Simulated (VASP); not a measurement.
Crystal: LiBe.

```
CELL_PARAMETERS angstrom
2.29599 0.00000 0.00000
0.00000 3.61277 0.00000
-0.40174 0.00000 5.51353
ATOMIC_POSITIONS crystal
Be 0.24358 0.75000 0.42383
Be 0.75642 0.25000 0.57617
Li 0.26315 0.75000 0.84514
Li 0.73685 0.25000 0.15486
```

The cell comes from a database or a generator and needn't be the stable form of this composition.

```yaml
Program: VASP 6.6.1
Task: relaxation of cell and atoms
Functional: r2SCAN
Potentials_or_basis: VASP PAW PBE potentials, release 64 (Be, Li_sv)
Cutoff: 600 eV
k_mesh: 11 × 7 × 5
Occupations: methfessel-paxton, width 0.1 eV
Spin: no spin polarisation
```

At the start: pressure 0.2 GPa; volume 11.43 Å³/atom.

Where does the relaxation end?

Over 13 steps the energy falls by 2.1 meV/atom and the volume is 11.50 Å³/atom (+0.6 %); space group P2_1/m (No. 11, to 0.05 Å).

Step by step:
| step | energy change (eV) | largest force (eV/Å) | pressure (GPa) | volume (Å³) |
| --- | --- | --- | --- | --- |
| 1 | 0.0000 | 0.0434 | 0.23 | 45.73 |
| 2 | -0.0026 | 0.0210 | 0.12 | 45.84 |
| 3 | -0.0033 | 0.0249 | 0.03 | 45.91 |
| 4 | -0.0033 | 0.0294 | 0.02 | 45.92 |
| 5 | -0.0043 | 0.0216 | -0.04 | 45.96 |
| 6 | -0.0052 | 0.0135 | -0.10 | 46.03 |
| 7 | -0.0055 | 0.0366 | -0.28 | 46.15 |
| 8 | -0.0066 | 0.0345 | -0.12 | 46.00 |
| 9 | -0.0070 | 0.0323 | 0.46 | 45.54 |
| 10 | -0.0075 | 0.0316 | 0.25 | 45.71 |
| 11 | -0.0084 | 0.0234 | 0.13 | 45.84 |
| 12 | -0.0084 | 0.0230 | 0.10 | 45.87 |
| 13 | -0.0086 | 0.0132 | -0.04 | 45.99 |

Final structure:
```cif
data_structure
_symmetry_space_group_name_H-M 'P 1'
_symmetry_Int_Tables_number 1
_cell_length_a 2.2889
_cell_length_b 3.6225
_cell_length_c 5.5460
_cell_angle_alpha 90.000
_cell_angle_beta 89.975
_cell_angle_gamma 90.000
_cell_volume 45.99
loop_
_atom_site_label
_atom_site_type_symbol
_atom_site_fract_x
_atom_site_fract_y
_atom_site_fract_z
_atom_site_occupancy
Be1 Be 0.24667 0.75000 0.42346 1
Be2 Be 0.75333 0.25000 0.57654 1
Li1 Li 0.27026 0.75000 0.84533 1
Li2 Li 0.72974 0.25000 0.15467 1
```

Caveat: the cutoff is under 1.25 times the usual one of these potentials, so pressure, stress and relaxed cells hold a basis-set (Pulay) error; the PAW data sets were made with another functional, which shifts forces and pressure a little.
